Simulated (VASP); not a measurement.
VASP input:

**POSCAR**
```
MgI2
1.0
  4.2086479852   0.0000000000   0.0000000000
 -2.1043239926   3.6447956277   0.0000000000
  0.0000000000   0.0000000000   7.5704610758
Mg I
1 2
direct
  0.0000000000   0.0000000000   0.0000000000
  0.3333330000   0.6666670000   0.2206896459
  0.6666670000   0.3333330000   0.7793103541
```

**KPOINTS**
```
Automatic mesh
0
Gamma
6 6 3
0 0 0
```

**INCAR**
```
SYSTEM=MgI2
PREC=Accurate; ENCUT=480; LREAL=F
LASPH=T
EDIFF=1E-6; NELM=100; ALGO=Normal
LMAXMIX=4
ISMEAR=0; SIGMA=0.05
GGA=PE
IBRION=2; NSW=60; ISIF=3
EDIFFG=-0.02
LWAVE=F; LCHARG=F
```

POTCAR, in this order: Mg I (PBE.64 set). Program: vasp_std.

Problem. Write an equivalent input for Quantum ESPRESSO's pw.x.

Solution. One equivalent input (not run):
```
&CONTROL
  calculation = 'vc-relax'
  pseudo_dir = './pseudo'
  outdir = './out'
  tprnfor = .true.
  tstress = .true.
  nstep = 60
  forc_conv_thr = 0.00078
/
&SYSTEM
  ibrav = 0
  nat = 3
  ntyp = 2
  ecutwfc = 84
  occupations = 'smearing'
  smearing = 'gaussian'
  degauss = 0.003675
  input_dft = 'pbe'
/
&ELECTRONS
  conv_thr = 7.3e-08
  electron_maxstep = 100
/
&IONS
/
&CELL
/
ATOMIC_SPECIES
  Mg 24.305 Mg.upf
  I 126.904 I.upf
CELL_PARAMETERS angstrom
     4.2086480   -0.0000000   -0.0000000
    -2.1043240    3.6447956    0.0000000
     0.0000000   -0.0000000    7.5704611
ATOMIC_POSITIONS crystal
  Mg   0.0000000  0.0000000  0.0000000
  I    0.3333330  0.6666670  0.2206896
  I    0.6666670  0.3333330  0.7793104
K_POINTS automatic
  6 6 3 0 0 0
```
Limits of the translation: the potentials are each code's own (VASP's PAW set, PseudoDojo norm-conserving files in pw.x), so ENCUT and ecutwfc are chosen apart and not converted; conv_thr bounds pw.x's estimated SCF error, while EDIFF bounds the energy change between steps; forc_conv_thr acts on force components and is met together with etot_conv_thr.

The compound is MgI2 in the 1T layered structure. It was relaxed first, which changed the volume by +13 %. The start is the result of an earlier pass.
